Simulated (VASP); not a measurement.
The input files of a VASP run:

File KPOINTS:
```
kpoints
0
gamma
4 4 4
0 0 0
```

### INCAR
```
# general
SYSTEM  = FeSi
PREC    = Accurate
ENCUT   = 300
LREAL   = .False.
LASPH   = .True.

# electronic loop
EDIFF   = 1E-6
NELM    = 100
ALGO    = Normal
LMAXMIX = 4

# smearing
ISMEAR  = -1
SIGMA   = 0.1

# functional
GGA     = PE

# ions
IBRION  = 2
NSW     = 50
ISIF    = 3
EDIFFG  = -0.01

# output
LWAVE   = .False.
LCHARG  = .False.
```

**POSCAR**
```
FeSi
1
    4.2991980000     0.0000000000     0.0000000000
    0.0000000000     4.2991980000     0.0000000000
    0.0000000000     0.0000000000     4.2991980000
Fe Si
4 4
Direct
  0.8630900000   0.6369100000   0.3630900000
  0.6369100000   0.3630900000   0.8630900000
  0.3630900000   0.8630900000   0.6369100000
  0.1369100000   0.1369100000   0.1369100000
  0.1587000000   0.3413000000   0.6587000000
  0.3413000000   0.6587000000   0.1587000000
  0.6587000000   0.1587000000   0.3413000000
  0.8413000000   0.8413000000   0.8413000000
```

POTCAR, in this order: Fe Si (PBE.64 set). Program: vasp_std.

Q: Write an equivalent input for Ansatz.

A: One equivalent input (not run):
Ansatz 0.2 input:
```yaml
crystal:
  lattice:
    - [4.2991980, 0.0000000, 0.0000000]
    - [0.0000000, 4.2991980, 0.0000000]
    - [0.0000000, 0.0000000, 4.2991980]
  atoms:
    - { symbol: Fe, position: [0.8630900, 0.6369100, 0.3630900] }
    - { symbol: Fe, position: [0.6369100, 0.3630900, 0.8630900] }
    - { symbol: Fe, position: [0.3630900, 0.8630900, 0.6369100] }
    - { symbol: Fe, position: [0.1369100, 0.1369100, 0.1369100] }
    - { symbol: Si, position: [0.1587000, 0.3413000, 0.6587000] }
    - { symbol: Si, position: [0.3413000, 0.6587000, 0.1587000] }
    - { symbol: Si, position: [0.6587000, 0.1587000, 0.3413000] }
    - { symbol: Si, position: [0.8413000, 0.8413000, 0.8413000] }
kpoints:
  mp_grid: { grid: [4, 4, 4] }
hamiltonian:
  xc: pbe
  pseudopotentials: { kind: paw }
scf:
  occupations: { method: fermi_dirac, width: 0.1 }
  max_iter: 100
relax:
  max_steps: 50
  f_tol: 0.01
  cell: {}
output: { forces: true, stress: true, eigenvalues: true }
```
What does not carry over: each code has its own PAW files, so the cut-off isn't converted (ENCUT is set for VASP's; basis.ecutwfc is left out, and Ansatz then takes the one that its files recommend); Ansatz stops its SCF on the density residual and VASP on the energy change (EDIFF).

The structure comes from a computed database's FeSi entry (P2_13); how it stands against other phases isn't given here. This run relaxes it. Symmetry was kept, so distortions that lower it aren't found. The run is one of a series of settings (EDIFFG = -0.01, IBRION = 2, ISIF = 3, NSW = 50 against the base run), some of them coarse on purpose.
